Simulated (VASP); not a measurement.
Calculation: PBEsol GGA, VASP's PBE PAW potentials (set 64) (plane waves; VASP 6.6.1).

A VASP calculation is set up with these files.

INCAR:
```
ALGO = Normal
EDIFF = 1E-6
EDIFFG = -0.02
ENCUT = 400
GGA = PS
IBRION = 2
ISIF = 3
ISMEAR = 1
LASPH = T
LCHARG = F
LMAXMIX = 6
LREAL = F
LWAVE = F
NELM = 100
NSW = 60
PREC = Accurate
SIGMA = 0.1
SYSTEM = Hg3ZnSe4
```

### KPOINTS
```
Automatic mesh
0
Gamma
5 5 5
0 0 0
```

POSCAR:
```
Hg3ZnSe4
1.0
  6.0119912684   0.0000000000   0.0000000000
  0.0000000000   6.0119912684   0.0000000000
  0.0000000000   0.0000000000   6.0119912684
Zn Se Hg
1 4 3
Cart
  0.0000000000   0.0000000000   0.0000000000
  1.4181823054   1.4181823054   1.4181823054
  4.5938089630   4.5938089630   1.4181823054
  4.5938089630   1.4181823054   4.5938089630
  1.4181823054   4.5938089630   4.5938089630
  3.0059956342   3.0059956342   0.0000000000
  3.0059956342   0.0000000000   3.0059956342
  0.0000000000   3.0059956342   3.0059956342
```

POTCAR, in this order: Zn Se Hg (PBE.64 set). Program: vasp_std.

What VASP printed:

**OSZICAR**
```
       N       E                     dE             d eps       ncg     rms          rms(c)
DAV:   1     0.507327872550E+03    0.50733E+03   -0.28559E+04   860   0.131E+03
DAV:   2     0.220850659664E+02   -0.48524E+03   -0.47219E+03   925   0.344E+02
DAV:   3    -0.214611594716E+02   -0.43546E+02   -0.43193E+02   995   0.106E+02
DAV:   4    -0.223862733413E+02   -0.92511E+00   -0.92182E+00   981   0.162E+01
DAV:   5    -0.223963652280E+02   -0.10092E-01   -0.10085E-01   972   0.161E+00    0.144E+01
DAV:   6    -0.211267126652E+02    0.12697E+01   -0.30672E+00  1087   0.234E+01    0.110E+01
DAV:   7    -0.211415652822E+02   -0.14853E-01   -0.18392E+00  1137   0.997E+00    0.481E+00
DAV:   8    -0.211153009258E+02    0.26264E-01   -0.28483E-01  1067   0.847E+00    0.712E-01
DAV:   9    -0.211148233930E+02    0.47753E-03   -0.30197E-02  1047   0.266E+00    0.278E-01
DAV:  10    -0.211148659134E+02   -0.42520E-04   -0.80936E-03   967   0.725E-01    0.117E-01
DAV:  11    -0.211147900793E+02    0.75834E-04   -0.15090E-03   918   0.589E-01    0.704E-02
DAV:  12    -0.211148137094E+02   -0.23630E-04   -0.57843E-04  1065   0.380E-01    0.536E-02
DAV:  13    -0.211148028093E+02    0.10900E-04   -0.75080E-05  1164   0.161E-01    0.194E-02
DAV:  14    -0.211148010661E+02    0.17432E-05   -0.11666E-05  1106   0.870E-02    0.818E-03
DAV:  15    -0.211148008739E+02    0.19223E-06   -0.79336E-06  1034   0.345E-02
   1 F= -.21114801E+02 E0= -.21114999E+02  d E =-.211148E+02
       N       E                     dE             d eps       ncg     rms          rms(c)
DAV:   1    -0.211151402921E+02   -0.33923E-03   -0.14299E-02   872   0.706E-01    0.113E-01
DAV:   2    -0.211150215141E+02    0.11878E-03   -0.12383E-03  1052   0.448E-01    0.419E-02
DAV:   3    -0.211150027160E+02    0.18798E-04   -0.12367E-04  1135   0.143E-01    0.323E-02
DAV:   4    -0.211149995223E+02    0.31936E-05   -0.11520E-05   955   0.377E-02    0.159E-02
DAV:   5    -0.211149973008E+02    0.22216E-05   -0.23509E-06   606   0.131E-02    0.265E-03
DAV:   6    -0.211149970018E+02    0.29896E-06   -0.53640E-07   463   0.123E-02
   2 F= -.21114997E+02 E0= -.21115195E+02  d E =-.196128E-03
       N       E                     dE             d eps       ncg     rms          rms(c)
DAV:   1    -0.211154656181E+02   -0.46832E-03   -0.42754E-02   866   0.124E+00    0.201E-01
DAV:   2    -0.211151045145E+02    0.36110E-03   -0.36666E-03  1052   0.754E-01    0.708E-02
DAV:   3    -0.211150471564E+02    0.57358E-04   -0.36210E-04  1148   0.243E-01    0.534E-02
DAV:   4    -0.211150392661E+02    0.78903E-05   -0.34441E-05   984   0.668E-02    0.262E-02
DAV:   5    -0.211150342804E+02    0.49857E-05   -0.72702E-06   902   0.208E-02    0.485E-03
DAV:   6    -0.211150336373E+02    0.64311E-06   -0.76827E-07   469   0.155E-02
   3 F= -.21115034E+02 E0= -.21115233E+02  d E =-.232763E-03
```

OUTCAR:
```
------------------------ aborting loop because EDIFF is reached ----------------------------------------
  FORCE on cell =-STRESS in cart. coord.  units (eV):
  Direction    XX          YY          ZZ          XY          YZ          ZX
  --------------------------------------------------------------------------------------
  Total       -0.1009603     -0.1009603     -0.1009603     -0.0000000      0.0000000     -0.0000000
  in kB       -0.7432897     -0.7432897     -0.7432897     -0.0000000      0.0000000     -0.0000000
  external PRESSURE =      -0.7432897 kB  Pullay stress =       0.0000000 kB
  volume of cell :      217.62
      direct lattice vectors                 reciprocal lattice vectors
     6.014982025  0.000000000  0.000000000     0.166251536 -0.000000000 -0.000000000
     0.000000000  6.014982025  0.000000000    -0.000000000  0.166251536  0.000000000
     0.000000000 -0.000000000  6.014982025    -0.000000000  0.000000000  0.166251536
 POSITION                                       TOTAL-FORCE (eV/Angst)
 -----------------------------------------------------------------------------------
      0.00000      0.00000      0.00000        -0.000000      0.000000      0.000000
      1.42165      1.42165      1.42165        -0.003154     -0.003154     -0.003154
      4.59333      4.59333      1.42165         0.003154      0.003154     -0.003154
      4.59333      1.42165      4.59333         0.003154     -0.003154      0.003154
      1.42165      4.59333      4.59333        -0.003154      0.003154      0.003154
      3.00749      3.00749      0.00000        -0.000000      0.000000      0.000000
      3.00749     -0.00000      3.00749        -0.000000      0.000000      0.000000
      0.00000      3.00749      3.00749        -0.000000      0.000000      0.000000
 -----------------------------------------------------------------------------------
    total drift:                                0.000000      0.000000      0.000000
  FREE ENERGIE OF THE ION-ELECTRON SYSTEM (eV)
  ---------------------------------------------------
  free  energy   TOTEN  =       -21.1150336373 eV

  energy  without entropy=      -21.1156311761  energy(sigma->0) =      -21.11523282

 reached required accuracy - stopping structural energy minimisation
```
(Selected blocks of OUTCAR.)

### CONTCAR
```
Hg3ZnSe4
   1.00000000000000
     6.0149820249970363    0.0000000000000000    0.0000000000000000
     0.0000000000000000    6.0149820249970363    0.0000000000000000
     0.0000000000000000   -0.0000000000000000    6.0149820249970363
  Zn              Se              Hg
     1     4     3
Direct
     0.0000000000000000    0.0000000000000000    0.0000000000000000
     0.2363522241259940    0.2363522241259940    0.2363522241259940
     0.7636477758740060    0.7636477758740060    0.2363522241259940
     0.7636477758740060    0.2363522241259940    0.7636477758740060
     0.2363522241259940    0.7636477758740060    0.7636477758740060
     0.5000000000000000    0.5000000000000000    0.0000000000000000
     0.5000000000000000    0.0000000000000000    0.5000000000000000
     0.0000000000000000    0.5000000000000000    0.5000000000000000
```

The structure was generated: Hg3ZnSe4 was put into an ordered model structure (P-43m), which need not be its known phase. This run relaxes it. Symmetry was kept, so distortions that lower it aren't found. The start is the result of an earlier pass.
